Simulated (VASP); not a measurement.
Input:

```
CELL_PARAMETERS angstrom
      0.00000     3.00000     3.00000
      3.00000     0.00000     3.00000
      3.00000     3.00000     0.00000
ATOMIC_POSITIONS crystal
  Al 0.25000 0.25000 0.25000
  Al 0.75000 0.75000 0.75000
  Au 0.00000 0.00000 0.00000
```

The numbers are results of r2SCAN meta-GGA, VASP's PBE PAW potentials (set 64) (plane waves; VASP), not measurements. Run with 480 eV cut-off, 8×8×8 Γ-centred mesh, first-order Methfessel-Paxton smearing of 0.10 eV, potentials Al Au.

Energy and stress use the plane-wave basis of the starting cell.

### Question
The ions, cell shape and volume at an external pressure of 15.0 GPa are relaxed. Which structure does the run end with?

### Answer

```
CELL_PARAMETERS angstrom
      0.00000     2.90306     2.90306
      2.90306     0.00000     2.90306
      2.90306     2.90306     0.00000
ATOMIC_POSITIONS crystal
  Al 0.25000 0.25000 0.25000
  Al 0.75000 0.75000 0.75000
  Au 0.00000 0.00000 0.00000
```
Space group Fm-3m (225), at a tolerance of 0.03 Å.

### Question
How do energy and volume change from the first to the last step?

### Answer
The energy (σ→0) changes by +72.4 meV/atom and the volume by -9.4 %, in 7 ionic steps.

The compound is AuAl2 in the fluorite structure. This run relaxes it under an external pressure of 15 GPa. Symmetry was kept, so distortions that lower it aren't found. The electron count is odd and the run is not spin-polarised, which forces a metal.
